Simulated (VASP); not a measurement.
Given:

```xyz
2
Lattice="3.6140 0.0000 0.0000 0.0000 3.6140 0.0000 0.0000 0.0000 3.6140" Properties=species:S:1:pos:R:3 pbc="T T T"
La     0.0000     0.0000     0.0000
N      1.8070     1.8070     1.8070
```

Level of theory: r2SCAN meta-GGA, VASP's PBE PAW potentials (set 64) (plane waves; VASP). Numerical set-up: 520 eV cut-off, 9×9×9 Γ-centred mesh, first-order Methfessel-Paxton smearing of 0.10 eV, potentials La N.

Energy and stress use the plane-wave basis of the starting cell.

The ions, cell shape and volume are relaxed. What does this cell relax into?

```xyz
2
Lattice="3.1632 0.0000 0.0000 0.0000 3.1632 0.0000 0.0000 0.0000 3.1632" Properties=species:S:1:pos:R:3 pbc="T T T"
La     0.0000     0.0000     0.0000
N      1.5816     1.5816     1.5816
```
Space group Pm-3m (221), at a tolerance of 0.03 Å.

How do energy and volume change from the first to the last step?

The energy (σ→0) changes by -793.0 meV/atom and the volume by -32.9 %, in 6 ionic steps.

```
step  E(σ→0) (eV)  max force (eV/Å)  pressure (GPa)  volume (Å³)
----  -----------  ----------------  --------------  -----------
1        -39.2558             0.000          -23.01        47.20
2        -40.5696             0.000           23.84        27.63
3        -40.8418             0.000           -0.31        31.73
4        -40.8414             0.000            0.87        31.46
5        -40.8415             0.000           -0.77        31.84
6        -40.8419             0.000            0.04        31.65
```

The structure was generated: LaN was put into the CsCl type type (Pm-3m), which need not be its known phase. This run relaxes it. Symmetry was kept, so distortions that lower it aren't found.
